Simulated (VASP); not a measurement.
OSZICAR of a VASP run on Ag (fcc):

**OSZICAR**
```
       N       E                     dE             d eps       ncg     rms          rms(c)
DAV:   1     0.411360575019E+02    0.41136E+02   -0.54833E+03  4600   0.104E+03
DAV:   2    -0.334698408382E+01   -0.44483E+02   -0.42613E+02  4482   0.202E+02
DAV:   3    -0.367073502626E+01   -0.32375E+00   -0.32364E+00  5176   0.215E+01
DAV:   4    -0.367134328700E+01   -0.60826E-03   -0.60825E-03  4885   0.862E-01
DAV:   5    -0.367134689590E+01   -0.36089E-05   -0.36106E-05  4902   0.598E-02    0.625E+00
DAV:   6    -0.332295083500E+01    0.34840E+00   -0.16304E+00  4476   0.139E+01    0.368E+00
DAV:   7    -0.331051647651E+01    0.12434E-01   -0.16843E-02  4746   0.138E+00    0.204E+00
DAV:   8    -0.330602755348E+01    0.44889E-02   -0.78475E-04  4489   0.253E-01    0.957E-02
DAV:   9    -0.330603505900E+01   -0.75055E-05   -0.10525E-05  5013   0.316E-02    0.115E-02
DAV:  10    -0.330603847111E+01   -0.34121E-05   -0.21213E-06  4755   0.156E-02    0.620E-03
DAV:  11    -0.330603821031E+01    0.26081E-06   -0.84745E-08  2969   0.322E-03    0.298E-04
DAV:  12    -0.330603817797E+01    0.32338E-07   -0.48591E-09  2298   0.777E-04
   1 F= -.33060382E+01 E0= -.33061337E+01  d E =0.286658E-03
```

Task: Which electronic solver shows in the log?

Result: It is blocked Davidson (ALGO = Normal, or the opening steps of other solvers). The INCAR had ALGO = Normal.

Task: Can the final energy be trusted as converged?

Result: The calculation finished and met its thresholds. It stopped with EDIFF = 1E-7, NELM = 100 (PBEsol GGA, plane waves, VASP's PBE PAW potentials (set 64)).

The compound is Ag in the fcc structure. This cell was strained or had an atom moved on purpose.
